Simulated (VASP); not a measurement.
Data:

```xyz
2
Lattice="2.4686 0.0000 0.0000 -1.2343 2.1379 0.0000 0.0000 0.0000 15.9405" Properties=species:S:1:pos:R:3 pbc="T T T"
C     -1.2343     2.1379     7.9703
C      1.2343     0.7126     7.9703
```

Computed with HSE06 screened hybrid, VASP's PBE PAW potentials (set 64) (plane waves; VASP). Run with 500 eV cut-off, 10×10×1 Γ-centred mesh, Gaussian smearing of 0.050 eV, potentials C.

The cell holds a wide vacuum, so values per volume refer to the whole cell.

Problem. Give the energies of bands 3 to 7 at the high-symmetry points, in eV from the Fermi level.

Solution. 
```csv
band,Γ,M,K
3,-4.03,-7.68,-12.10
4,-4.03,-2.89,0.00
5,3.55,2.08,0.00
6,4.39,8.12,11.11
7,4.79,11.49,13.59
```

It has no gap at this level: it comes out as a metal or semimetal.

The cell is a sheet with vacuum, built from a generated structure. The cell's shape comes from a PBE relaxation.
